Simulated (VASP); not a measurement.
Set up this calculation in VASP 6.6.1, as the native input.

```yaml
Task: single point
Functional: LDA
Potentials_or_basis: VASP PAW LDA potentials, release 64 (Cu, I)
Cutoff: 520 eV
k_mesh: 5 × 5 × 5
Occupations: gaussian, width 0.05 eV
Spin: no spin polarisation
Further_INCAR_settings: ALGO = Normal; EDIFF = 1e-06; NBANDS = 20
```

The structure of CuI2 lies in POSCAR:

```
CuI2
1.0
    0.0000000000      3.5112550600      3.5112550600
    3.5112550600      0.0000000000      3.5112550600
    3.5112550600      3.5112550600      0.0000000000
Cu I
1 2
Direct
    0.0000000000      0.0000000000      0.0000000000
    0.2500000000      0.2500000000      0.2500000000
    0.7500000000      0.7500000000      0.7500000000
```

The cell comes from a database or a generator and needn't be the stable form of this composition.

One way to write it, as run:

INCAR

```
PREC = Accurate ; ENCUT = 520
EDIFF = 1E-6 ; ISMEAR = 0
SIGMA = 0.05 ; LREAL = False
LASPH = True ; NELM = 80
ALGO = Normal ; ISIF = 2
LWAVE = False ; LCHARG = True
LELF = True ; LVHAR = True
NBANDS = 20
```

KPOINTS

```
Automatic mesh
0
Gamma
  5 5 5
```

Potentials or basis: VASP PAW LDA potentials, release 64 (Cu, I).

Run with:

```sh
$ cat potpaw_LDA.64/Cu/POTCAR potpaw_LDA.64/I/POTCAR > POTCAR
$ mpirun -np 1 vasp_std > vasp.out
```

It gave:

| Property | Result |
| --- | --- |
| Pressure | -1.8 GPa |
| Band gap on the k mesh | none (metal or under the smearing width) |

Caveat: an odd number of electrons without spin polarisation forces a metal; a magnetic or distorted state may lie lower; the run has no spin polarisation, though such a crystal can be magnetic; semilocal functionals often make such compounds metallic where correlation or magnetic order opens a gap, which also shifts bond lengths.

It took 27 s on 1 thread of Intel(R) Xeon(R) 6975P-C (Granite Rapids), on a shared host, peak memory 0.18 GiB.
